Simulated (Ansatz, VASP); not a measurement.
# SiC (Moissanite) in two plane-wave programs

Aim: how closely do two programs agree when they are given the same cell, functional and k mesh? The cell is taken from a series of runs on this material, whose earlier steps may have relaxed, scaled, displaced or heated it; both programs get it as it stands.

Main program and level: Ansatz 0.2.0; plane waves, with VASP 6.6.1 beside it; PBE.

## Step 1: Starting point

Symmetry: P6_3mc, No. 186, hexagonal system. The conventional cell has a = 3.091 Å, b = 3.091 Å, c = 5.075 Å, α = 90.00°, β = 90.00°, γ = 120.00°. Nearest to Si lie 4 C at 1.89 to 1.91 Å. C has 4 Si at 1.89 to 1.91 Å nearest. Farther neighbours are not listed.

## Step 2: Ansatz: relaxation of cell and atoms, PBE

Ansatz runs on its default PAW (the set named soft_2) files.

The relaxed volume is the usual yardstick between codes: in a stiff, nearly cubic crystal its relative difference is about their pressure difference at one cell divided by the bulk modulus.

File input.yaml:

```yaml
crystal:
  lattice:
    - [3.091435065, 0.0, 0.0]
    - [-1.5457175325, 2.6772613005, 0.0]
    - [0.0, 0.0, 5.0751135184]
  atoms:
    - { symbol: Si, position: [0.3333333333, 0.6666666667, 0.004607023] }
    - { symbol: Si, position: [0.6666666667, 0.3333333333, 0.504607023] }
    - { symbol: C, position: [0.3333333333, 0.6666666667, 0.380392977] }
    - { symbol: C, position: [0.6666666667, 0.3333333333, 0.880392977] }
kpoints:
  mp_grid: { grid: [9, 9, 6] }
hamiltonian:
  xc: pbe
scf:
  occupations: { method: gaussian, width: 0.02 }
output:
  forces: true
  stress: true
  eigenvalues: true
relax:
  adjacent_minimum: "off"
  f_tol: 0.005
  max_steps: 80
  cell: { stress_tol: 0.05 }
```

Started as:

```
$ ansatz run input.yaml --threads 4 --pin off --max-ram 7168MiB --backend cpu --events-out ev --progress --plain --runs-dir out
```

Numbers of over 12 decimals in the logs are rounded to 6 here.

What it wrote:

```text
Engine: ansatz 0.2.0, x86_64-unknown-linux-gnu
Pseudopotentials: kind: paw
Pseudopotential: Si, paw, valence charge 4, recommended cutoff 420 eV (normal), Si.paw.azcp
Pseudopotential: C, paw, valence charge 4, recommended cutoff 420 eV (normal), C.paw.azcp
Functional definition: PBE
  parameter kappa = 0.804
  parameter beta = 0.066725
  exchange = pbe_x(kappa = kappa, mu = beta*pi^2/3)
  correlation = pbe_c(beta = beta)
Crystal: 4 atoms, lattice volume = 42.005 Å³
Basis set: ecut = 420 eV, 809 PW (Γ), exchange–correlation on 48×48×72 points (8 copies of the dense FFT grid, shifted against one another)
Bands: 12, of which v1, the nominal top of the filled ones, is band 8 counted from 1 (7 counted from 0)
Symmetry: 12 space group operations
Space group: P63mc (ITA 186), of the structure as read, at distance tolerance 3.5e-5 Å
k-points: 48 of 486 (time reversal used)
Non-local potential: Si, projectors of the file, l = 0: 2, l = 1: 2, l = 2: 2
Non-local potential: C, projectors of the file, l = 0: 2, l = 1: 2, l = 2: 1
PAW form: soft (Blöchl's): semilocal exchange-correlation on the pseudo side does not see the compensation charge
PAW one-centre angular grid: Si, 110 points (default); XC on 64 Gauss nodes
PAW one-centre angular grid: C, 110 points (default); XC on 64 Gauss nodes
Initial density: superposition of atomic densities (neutral atoms: chi_scale 0, normalization atom), corrected by the library's trained network
Initial wavefunctions: pseudopotential atomic-orbital guess
Functional: x = pbe(κ = 0.804, μ = 0.219515), c = pbe(β = 0.066725)
SCF iter   1: F=—  HF=-1774.308863 eV  |F-HF|=—  |Δ(HF+E_count)|=         —  Δρ=2.64e-3  dr2=3.16e-3  ethr=1.77e-3  ⟨swp⟩=5.9  Hψ=3969  notcnv=0
preconditioner: auto → none  [insulator: Δε(μ)=2.276 eV  Ē_g=11.802 eV  σ=0.020 eV  W_gap=1.00  n_scr=2 (ndim 8)  ℏωp=22.9 eV  f_vac=0.000  D(μ)=0.00/eV (n_scr^D=0)  ε∞_Penn≈4.8]
SCF iter   2: F=—  HF=-1774.308683 eV  |F-HF|=—  |Δ(HF+E_count)|=   1.79e-4  Δρ=9.43e-4  dr2=2.36e-4  ethr=1.97e-5  ⟨swp⟩=2.3  Hψ=1523  notcnv=0
SCF iter   3: F=—  HF=-1774.308702 eV  |F-HF|=—  |Δ(HF+E_count)|=   1.92e-5  Δρ=3.99e-4  dr2=2.71e-5  ethr=1.47e-6  ⟨swp⟩=2.0  Hψ=867  notcnv=0
SCF iter   4: F=—  HF=-1774.308683 eV  |F-HF|=—  |Δ(HF+E_count)|=   1.95e-5  Δρ=6.63e-5  dr2=8.45e-7  ethr=1.70e-7  ⟨swp⟩=2.4  Hψ=945  notcnv=0
iter 5 did not close the SCF: its close was put off for the readings that it lacked (scf_convergence_deferred on its scf_iter line)
SCF iter   5: F=-1774.308684 eV  HF=-1774.308684 eV  |F-HF|=1.13e-8  |Δ(HF+E_count)|=   1.48e-6  Δρ=5.02e-6  dr2=3.98e-9  ethr=5.28e-9  ⟨swp⟩=2.0  Hψ=932  notcnv=0
SCF iter   6: F=-1774.308684 eV  HF=-1774.308684 eV  |F-HF|=2.08e-10  |Δ(HF+E_count)|=   1.24e-8  Δρ=8.27e-7  dr2=1.74e-10  ethr=2.48e-11  ⟨swp⟩=1.8  Hψ=1786  notcnv=0
SCF 1 converged in 6 iterations: F = -1774.308684 eV  dr2 = 1.74e-10
  greatest PAW one-centre occupation: 0.644 electrons in one spin orbital (limit 2), on the C atom at site 3 (counted from 0), in its partial waves of l = 0
relax step   1: F+E_penalty+E_count = -1774.30868444 eV  Δ(F+E_penalty+E_count) = +0.000e0 eV  max|allowed force component| = 1.872e-3 eV/Å  Δτ_max = 0.0000 Å  P = +0.037 GPa  Ω = 42.005 Å³  (6 SCF iters, dr2 threshold 1.00e-7 eV, accepted)
[...]
relax step   2: F+E_penalty+E_count = -1774.30868224 eV  Δ(F+E_penalty+E_count) = +2.198e-6 eV  max|allowed force component| = 2.111e-3 eV/Å  Δτ_max = 0.0002 Å  P = +0.017 GPa  Ω = 42.008 Å³  energy of the carried Pulay correction = -6.989e-6 eV  (3 SCF iters, dr2 threshold 1.98e-8 eV, accepted)
[...]
relax step   3: F+E_penalty+E_count = -1774.30868157 eV  Δ(F+E_penalty+E_count) = +6.713e-7 eV  max|allowed force component| = 7.082e-4 eV/Å  Δτ_max = 0.0001 Å  P = +0.011 GPa  Ω = 42.009 Å³  energy of the carried Pulay correction = -8.720e-6 eV  (3 SCF iters, dr2 threshold 6.70e-9 eV, accepted)
[...]
relax step   4: F+E_penalty+E_count = -1774.30869889 eV  Δ(F+E_penalty+E_count) = -1.733e-5 eV  max|allowed force component| = 7.141e-4 eV/Å  Δτ_max = 0.0000 Å  P = +0.012 GPa  Ω = 42.009 Å³  stress off target by 1.40e-2 GPa  SCF on the basis re-selected at this cell (its energy is not comparable with the rows above)  (5 SCF iters)
basis re-selected at this cell: Δ(F+E_penalty+E_count) = -1.733e-5 eV, ΔP = +0.000 GPa vs the last step (what re-selecting the basis moved, of the pressure what is left beyond the Pulay correction that the steps carried, after the strain that the cell walked since its last selection, with what the two solves' SCF thresholds leave and, on support functions, any second-order correction that the steps lacked; it is no m [...]
SCF converged after 5 iterations
Free energy (F): -1774.308699 eV
Harris-Foulkes:  -1774.308699 eV  (|F-HF|=2.73e-12)
Internal energy: -1774.308699 eV  (E = F + TS)
E sigma→0 (E₀):  -1774.308699 eV
Fermi energy:    10.589563 eV
--- Per-component energies (eV) ---
  E_band       = 55.087522
  E_kinetic    = 269.974083
  E_local      = -212.418960  (includes V_loc(G=0)·N_el)
  E_nonlocal   = 103.278305
  E_hartree    = 65.333707
  E_xc         = -210.545804
  E_vxc        = -218.142760  (∫ρ·V_xc dr)
  E_paw        = -1224.024619  (= ΣΔE_a)
  E_vpaw       = -18.270574  (= ΣTr[D̂ρ^β])
  E_aug_tail   = 0.000025  (compensation charges beyond the density's cutoff)
  E_ewald      = -565.905436
  E_smearing   = -0.000000  (= −TS)
  E_closure    = 0.000000  (closes the sum)
  Σ components = -1774.308699   (vs F -1774.308699, Δ=0.00e0)
--- Forces (eV/Å), atoms counted from 1 ---
  atom   1  Si     0.00000000    -0.00000000     0.00071472
  atom   2  Si    -0.00000000     0.00000000     0.00071472
  atom   3  C      0.00000000    -0.00000000    -0.00071346
  atom   4  C      0.00000000     0.00000000    -0.00071346
  max |Σ_I F_I| component: 2.51e-6 eV/Å
--- Stress (GPa, compression-positive) ---
        0.013993      -0.000000      -0.000000
        0.000000       0.013993       0.000000
       -0.000000       0.000000       0.007715
  P = ⅓ Tr σ = 0.0119 GPa (0.119 kbar)
--- Band table (eV; the first three rows and the last of 48) ---
  k-point 0: bands = [... 4 lower, 8.1276, 9.3277, 9.4360, 9.4360, 14.1052, 15.4663, 16.0141, 16.0141]
  k-point 1: bands = [... 4 lower, 8.2027, 8.5922, 9.3336, 9.3336, 14.2307, 16.0117, 16.0629, 16.0629]
  k-point 2: bands = [... 4 lower, 8.4160, 8.4160, 9.0663, 9.0663, 14.6016, 15.9428, 16.2703, 16.2703]
  k-point 47: bands = [... 4 lower, 3.8773, 3.8773, 7.7109, 7.7109, 14.4314, 14.4314, 15.4282, 15.4282]
--- Relaxed structure (3 steps of the walk, 3 accepted, 1 SCFs on fresh bases) ---
  F+E_penalty+E_count = -1774.30869889 eV   max|allowed force component| = 7.141e-4 eV/Å   (the final SCF, on the basis selected at the relaxed cell)
  cell:  # Å, volume = 42.0094 Å³
    - [3.091903, 0.0, 0]
    - [-1.545951, 2.677666, 0]
    - [0, 0, 5.074166]
  atoms:
    - { symbol: Si, position: [0.333333, 0.666667, 0.00457514] }
    - { symbol: Si, position: [0.666667, 0.333333, 0.504575] }
    - { symbol: C, position: [0.333333, 0.666667, 0.380425] }
    - { symbol: C, position: [0.666667, 0.333333, 0.880425] }
```

The column dr2 measures how far the density is from self-consistency, as an energy; F and HF (Harris–Foulkes) agree once it is small.

## Step 3: VASP: relaxation of cell and atoms, PBE

The same cell, functional, mesh and smearing now go to VASP, with its own data sets.

Lines of VASP's logs that name or quote its potential files are left out, and so is its time.

File INCAR:

```
SYSTEM = SiC
PREC = Accurate
ENCUT = 600
EDIFF = 1E-07
NELM = 120
ISMEAR = 0
SIGMA = 0.02
LREAL = .FALSE.
ALGO = Normal
GGA = PE
NBANDS = 14
LORBIT = 11
LWAVE = .FALSE.
LCHARG = .FALSE.
ISIF = 3
IBRION = 2
NSW = 80
EDIFFG = -0.005
LASPH = .TRUE.
GGA_COMPAT = .FALSE.
NELMIN = 4
EFERMI = MIDGAP
```

File POSCAR:

```
SiC
1.0
    3.0914350000      0.0000000000      0.0000000000
   -1.5457180000      2.6772610000      0.0000000000
    0.0000000000      0.0000000000      5.0751140000
Si C
2 2
Direct
    0.3333337358      0.6666667746      0.0046069901
    0.6666670692      0.3333334412      0.5046069901
    0.3333337358      0.6666667746      0.3803929331
    0.6666670692      0.3333334412      0.8803929330
```

File KPOINTS:

```
Automatic mesh
0
Gamma
9 9 6
0 0 0
```

Potentials, in the order of the species: Si and C (PBE family, release 64).

Started as:

```
$ mpirun -np 1 vasp_std
```

What it wrote:

```text
[banner, memory and clock lines left out]
running    1 mpi-ranks, on    1 nodes
 distrk:  each k-point on    1 cores,    1 groups
 distr:  one band on    1 cores,    1 groups

 POSCAR found type information on POSCAR SiC
 POSCAR found :  2 types and       4 ions
 LDA part: xc-table for (Slater+PW92), standard interpolation
 POSCAR, INCAR and KPOINTS ok, starting setup
 FFT: planning ... GRIDC
 FFT: planning ... GRID_SOFT
 FFT: planning ... GRID
 WAVECAR not read
 entering main loop
       N       E                     dE             d eps       ncg     rms          rms(c)
DAV:   1     0.361002425594E+02    0.36100E+02   -0.79276E+03  1344   0.115E+03
DAV:   2    -0.304529618729E+02   -0.66553E+02   -0.59808E+02  1876   0.180E+02
DAV:   3    -0.337187045291E+02   -0.32657E+01   -0.32457E+01  1860   0.384E+01
DAV:   4    -0.337515984597E+02   -0.32894E-01   -0.32887E-01  1514   0.459E+00
DAV:   5    -0.337520073335E+02   -0.40887E-03   -0.40884E-03  1872   0.489E-01    0.122E+01
DAV:   6    -0.301996912926E+02    0.35523E+01   -0.84369E+00  1722   0.177E+01    0.549E+00
DAV:   7    -0.301297159165E+02    0.69975E-01   -0.10539E+00  1836   0.630E+00    0.242E+00
DAV:   8    -0.301137558934E+02    0.15960E-01   -0.51966E-02  1566   0.154E+00    0.605E-01
DAV:   9    -0.301123012615E+02    0.14546E-02   -0.83972E-03  1752   0.641E-01    0.128E-01
DAV:  10    -0.301125891831E+02   -0.28792E-03   -0.87691E-04  1674   0.191E-01    0.577E-02
DAV:  11    -0.301126165743E+02   -0.27391E-04   -0.10596E-04  1560   0.785E-02    0.134E-02
DAV:  12    -0.301126178668E+02   -0.12924E-05   -0.51946E-06  1764   0.164E-02    0.350E-03
DAV:  13    -0.301126184080E+02   -0.54122E-06   -0.34788E-07  1614   0.418E-03    0.230E-03
DAV:  14    -0.301126184425E+02   -0.34478E-07   -0.98037E-09   984   0.774E-04
   1 F= -.30112618E+02 E0= -.30112618E+02  d E =-.301126E+02
 curvature:   0.00 expect dE= 0.000E+00 dE for cont linesearch  0.000E+00
 trial: gam= 0.00000 g(F)=  0.731E-06 g(S)=  0.659E-04 ort = 0.000E+00 (trialstep = 0.100E+01)
 search vector abs. value=  0.666E-04
 bond charge predicted
       N       E                     dE             d eps       ncg     rms          rms(c)
DAV:   1    -0.301126500070E+02   -0.31599E-04   -0.11750E-03  1584   0.273E-01    0.381E-02
DAV:   2    -0.301126299121E+02    0.20095E-04   -0.41045E-05  1668   0.473E-02    0.197E-02
DAV:   3    -0.301126244889E+02    0.54232E-05   -0.13516E-05  1728   0.244E-02    0.367E-03
DAV:   4    -0.301126241974E+02    0.29152E-06   -0.13043E-06  1698   0.763E-03    0.177E-03
DAV:   5    -0.301126243378E+02   -0.14037E-06   -0.12623E-07   956   0.249E-03    0.142E-03
DAV:   6    -0.301126244583E+02   -0.12051E-06   -0.15782E-08   702   0.108E-03    0.256E-04
DAV:   7    -0.301126244549E+02    0.33904E-08   -0.64251E-09   672   0.559E-04
   2 F= -.30112624E+02 E0= -.30112624E+02  d E =-.601243E-05
 trial-energy change:   -0.000006  1 .order   -0.000004   -0.000067    0.000060
 step:   0.5571(harm=  0.5279)  dis= 0.00005  next Energy=   -30.112637 (dE=-0.190E-04)
 bond charge predicted
       N       E                     dE             d eps       ncg     rms          rms(c)
DAV:   1    -0.301126439666E+02   -0.19508E-04   -0.22942E-04  1584   0.120E-01    0.169E-02
DAV:   2    -0.301126394330E+02    0.45336E-05   -0.79853E-06  1686   0.209E-02    0.873E-03
DAV:   3    -0.301126377202E+02    0.17127E-05   -0.26370E-06  1734   0.108E-02    0.162E-03
DAV:   4    -0.301126375417E+02    0.17859E-06   -0.24265E-07  1244   0.337E-03    0.753E-04
DAV:   5    -0.301126374296E+02    0.11210E-06   -0.29635E-08   702   0.129E-03    0.622E-04
DAV:   6    -0.301126373805E+02    0.49027E-07   -0.39856E-09   672   0.531E-04
   3 F= -.30112637E+02 E0= -.30112637E+02  d E =-.189380E-04
 curvature:  -0.26 expect dE=-0.506E-06 dE for cont linesearch -0.452E-07
 trial: gam= 0.07970 g(F)=  0.104E-05 g(S)=  0.888E-06 ort =-0.339E-05 (trialstep = 0.911E+00)
 search vector abs. value=  0.181E-05
 reached required accuracy - stopping structural energy minimisation
```

From OUTCAR (step 3):

```text
ion  position               nearest neighbor table
   1  0.333  0.667  0.005-   4 1.89   4 1.89   4 1.89   3 1.91   2 3.10   2 3.10   2 3.10   2 3.10
                             2 3.10   2 3.10
   2  0.667  0.333  0.505-   3 1.89   3 1.89   3 1.89   4 1.91   1 3.10   1 3.10   1 3.10   1 3.10
                             1 3.10   1 3.10
   3  0.333  0.667  0.380-   2 1.89   2 1.89   2 1.89   1 1.91
   4  0.667  0.333  0.880-   1 1.89   1 1.89   1 1.89   2 1.91

  LATTYP: Found a hexagonal cell.
 ALAT       =     3.0914350000
 C/A-ratio  =     1.6416693219

 Subroutine GETGRP returns: Found 12 space group operations
 (whereof  6 operations were pure point group operations)

The static configuration has the point symmetry C_3v.
 The point group associated with its full space group is C_6v.

 Found     48 irreducible k-points:

   k-points           NKPTS =     48   k-points in BZ     NKDIM =     48   number of bands    NBANDS=     14

   dimension x,y,z NGX =    28 NGY =   28 NGZ =   42
   dimension x,y,z NGXF=    56 NGYF=   56 NGZF=   84

   ENCUT  =  600.0 eV  44.10 Ry    6.64 a.u.   6.17  6.17 10.14*2*pi/ulx,y,z

   NELECT =      16.0000    total number of electrons

 k-points in reciprocal lattice and weights: Automatic mesh
   0.00000000  0.00000000  0.00000000       0.002
   0.11111111  0.00000000  0.00000000       0.012
   0.22222222 -0.00000000  0.00000000       0.012
   0.33333333  0.00000000  0.00000000       0.012
   0.44444444 -0.00000000  0.00000000       0.012
   0.11111111  0.11111111  0.00000000       0.012
   0.22222222  0.11111111  0.00000000       0.025
   0.33333333  0.11111111  0.00000000       0.025
   0.44444444  0.11111111  0.00000000       0.012
[...]
0.33333333  0.22222222  0.50000000       0.025
   0.33333333  0.33333333  0.50000000       0.004

 average (electrostatic) potential at core
       1 -80.5742       2 -80.5742       3 -44.9679       4 -44.9679

 E-fermi :   9.2450

 k-point     1 :       0.0000    0.0000    0.0000
  band No.  band energies     occupation
    ...
      4       6.7851      2.00000
      5       6.7851      2.00000
      6       7.9830      2.00000
      7       8.0946      2.00000
      8       8.0946      2.00000
      9      12.7771      0.00000
     10      14.1477      0.00000
     11      14.6750      0.00000
     12      14.6750      0.00000
     13      15.7178      0.00000
    ...

 k-point     2 :       0.1111    0.0000    0.0000
  band No.  band energies     occupation
    ...
      4       5.6598      2.00000
      5       6.4367      2.00000
      6       7.3109      2.00000
      7       7.8357      2.00000
      8       7.9706      2.00000
      9      13.2579      0.00000
     10      14.2756      0.00000
     11      14.7627      0.00000
     12      15.0904      0.00000
     13      15.8181      0.00000
    ...

 k-point     3 :       0.2222   -0.0000    0.0000
  band No.  band energies     occupation
    ...
      4       3.5465      2.00000
      5       5.6098      2.00000
      6       5.7598      2.00000
      7       7.2955      2.00000
      8       7.5995      2.00000
      9      12.3590      0.00000
     10      14.2940      0.00000
     11      15.0951      0.00000
     12      15.6528      0.00000
     13      15.8849      0.00000
    ...

  Total        0.0060505      0.0060505      0.0006185     -0.0000000      0.0000000      0.0000000
  in kB        0.2309640      0.2309640      0.0236086     -0.0000000      0.0000000      0.0000000
  external PRESSURE =       0.1618455 kB  Pullay stress =       0.0000000 kB

  energy-cutoff  :      600.00
  volume of cell :       41.97
      direct lattice vectors                 reciprocal lattice vectors
     3.090897528  0.000000000  0.000000000     0.323530622  0.186790569  0.000000000
    -1.545449264  2.676795536  0.000000000    -0.000000000  0.373581018  0.000000000
     0.000000000  0.000000000  5.072924331     0.000000000  0.000000000  0.197124959

 POSITION                                       TOTAL-FORCE (eV/Angst)
 -----------------------------------------------------------------------------------
      0.00000      1.78453      0.02332         0.000000      0.000000     -0.002316
      1.54545      0.89227      2.55978         0.000000     -0.000000     -0.002316
      0.00000      1.78453      1.92976         0.000000     -0.000000      0.002316
      1.54545      0.89227      4.46622        -0.000000     -0.000000      0.002316
 -----------------------------------------------------------------------------------
    total drift:                               -0.000358     -0.000101     -0.000073

  FREE ENERGIE OF THE ION-ELECTRON SYSTEM (eV)
  ---------------------------------------------------
  free  energy   TOTEN  =       -30.1126373805 eV

  energy  without entropy=      -30.1126373805  energy(sigma->0) =      -30.11263738

 reached required accuracy - stopping structural energy minimisation

 total charge
# of ion       s       p       d       tot
------------------------------------------
    1        0.707   0.957   0.000   1.664
    2        0.707   0.957   0.000   1.664
    3        0.834   1.698   0.000   2.533
    4        0.834   1.698   0.000   2.533
--------------------------------------------------
tot          3.083   5.310   0.000   8.393

[... 3 further parts left out ...]
```

The run keeps the 12 symmetry operations of its start, so it cannot find a distortion of lower symmetry.

## Step 4: Comparison

Known differences besides the potentials themselves: the cutoff is 420 eV in Ansatz and 600 eV in VASP; Ansatz adds a Pulay correction to the stress that steers its cell, VASP none. Total energies have different zeros and are not compared.

The two programs side by side:

| quantity | Ansatz | VASP | difference |
| --- | --- | --- | --- |
| volume (Å³) | 42.01 | 41.97 | +0.09 % |
| edge a after relaxation, in the typed setting (Å) | 3.092 | 3.091 | +0.03 % |
| edge c after relaxation, in the typed setting (Å) | 5.074 | 5.073 | +0.03 % |

## Step 5: Summary of results

```
difference in volume (relaxation of cell and atoms, PBE) : 0.090 %
```

What this shows: The difference in volume is 0.090 % (relaxation of cell and atoms, PBE), within the 1.2 % picked in this series as the mark of a large difference, as far as the stopping tolerances let one tell. How closely two codes agree says nothing of how well the functional describes the real material.

[Lines on the potential files, build, host, timing and source positions are cut from VASP's logs without a mark.]

[Logs are printed without paths, hosts, clocks, repeated set-up lines and the standing remarks that a program may print on its own settings, such as how far it seeks lower states.]

[Hosts, paths, dates, database ids (printed as entryN), source tags and the programs' standing remarks are cut or masked in the printed files.]
